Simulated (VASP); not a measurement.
The system is Zr3S2.

```
Zr S
1.0
     2.90254    1.67578    3.48777
    -2.90254    1.67578    3.48777
     0.00000   -3.35156    3.48777
Zr S
3 2
Cartesian
  0.9832 1.7029 5.2317
  0.9832 -1.7029 5.2317
  -1.9663 0.0000 5.2317
  0.0000 0.0000 6.9583
  0.0000 0.0000 3.5050
```

The cell comes from a database or a generator and needn't be the stable form of this composition.

```yaml
Program: VASP 6.6.1
Task: single point
Functional: PBEsol
Potentials_or_basis: VASP PAW PBE potentials, release 64 (Zr_sv, S)
Cutoff: 520 eV
k_mesh: 6 × 6 × 6
Occupations: fermi-dirac, width 0.05 eV
Spin: no spin polarisation
```

On this cell: pressure -5.0 GPa; largest force 0.126 eV/Å; band gap on the k mesh none (metal or under the smearing width).

The same run follows on a disturbed copy (atoms moved at random, drawn with an rms of 0.05 Å):

```
Zr S
1.0
     2.90254    1.67578    3.48777
    -2.90254    1.67578    3.48777
     0.00000   -3.35156    3.48777
Zr S
3 2
Direct
  0.84516 0.49576 0.14686
  0.49626 0.16190 0.84770
  0.14023 0.85679 0.49747
  0.65685 0.66433 0.66125
  0.33267 0.34574 0.33784
```

Question: What changes?

Answer: The energy (extrapolated to zero smearing) moves by +21.0 meV/atom; pressure -5.5 GPa; largest force 0.881 eV/Å; band gap on the k mesh none (metal or under the smearing width).

Forces on the atoms (eV/Å):
```
Zr  -0.530 -0.613  0.303
Zr  -0.100  0.510 -0.384
Zr   0.864  0.029  0.171
S   -0.233  0.174 -0.046
S    0.000 -0.101 -0.043
```

Stress tensor (GPa, compression positive):
```
-6.05 -0.05  0.21
-0.05 -5.09  0.63
 0.21  0.63 -5.41
```

Caveats: the PAW data sets were made with another functional, which shifts forces and pressure a little.
